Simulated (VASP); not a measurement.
Wanted: the native input for a VASP 6.6.1 run.

| Quantity | Value |
| --- | --- |
| Task | single point |
| Functional | PBE |
| Potentials or basis | VASP PAW PBE potentials, release 64 (Si, C) |
| Cutoff | 520 eV |
| k mesh | 4 × 4 × 6 |
| Occupations | gaussian, width 0.1 eV |
| Spin | collinear spin, typed start |
| Starting moments | [0.0, 0.0, 1.0, 1.0, 1.0, 1.0] μB |
| Dipole correction | no |
| Further INCAR settings | ALGO = Fast; EDIFF = 1e-07; NBANDS = 25 |

The structure of SiC2 lies in POSCAR:

```
SiC2
1.0
    4.6279559569      0.0000000000      0.0000000000
    0.0000000000      4.6279559569      0.0000000000
    0.0000000000      0.0000000000      2.9808710658
Si C
2 4
Direct
    0.0000000000      0.0000000000      0.0000000000
    0.5000000000      0.5000000000      0.5000000000
    0.3060000000      0.3060000000      0.0000000000
    0.1940000000      0.8060000000      0.5000000000
    0.6940000000      0.6940000000      0.0000000000
    0.8060000000      0.1940000000      0.5000000000
```

The cell was built by a generator and needn't be a form met in nature.

The input as run:

INCAR

```
SYSTEM = SiC2
PREC     = Accurate       ! precision mode
ENCUT    = 520            ! plane-wave cutoff, eV
EDIFF    = 1E-7           ! SCF threshold, eV
ISMEAR   = 0              ! smearing method
SIGMA    = 0.1            ! smearing width, eV
LREAL    = .FALSE.        ! projectors in reciprocal space
LASPH    = .TRUE.         ! aspherical terms in the spheres
NELM     = 150            ! most SCF steps
ALGO     = Fast           ! electronic algorithm
ISIF     = 2              ! what is computed and relaxed
LWAVE    = .FALSE.        ! write WAVECAR
LCHARG   = .TRUE.         ! write CHGCAR
ISPIN    = 2              ! spin polarisation
MAGMOM   = 0 0 1 1 1 1    ! initial moments
LORBIT   = 11             ! projections on sites
GGA      = PE             ! functional
LELF     = .TRUE.         ! ELF
LVHAR    = .TRUE.       
NBANDS   = 25             ! bands
```

KPOINTS

```
Automatic mesh
0
G
  4 4 6
  0 0 0
```

Potentials or basis: VASP PAW PBE potentials, release 64 (Si, C).

The run is started by

```console
$ cat potpaw_PBE.64/Si/POTCAR potpaw_PBE.64/C/POTCAR > POTCAR
$ mpirun -np 1 vasp_std > vasp.out
```

Results of the run:

| Quantity | Value |
| --- | --- |
| Pressure | -5.1 GPa |
| Largest force | 0.839 eV/Å |
| Band gap on the k mesh | none (metal or under the smearing width) |
| Net moment | 0.00 μB per cell |
| Valence electrons inside the program's atomic spheres | Si 1.61; C 2.27 |

Run time: 110 s on 1 thread of Intel(R) Xeon(R) Platinum 8375C CPU @ 2.90GHz (Ice Lake), with other jobs on the host, peak memory 0.22 GiB.
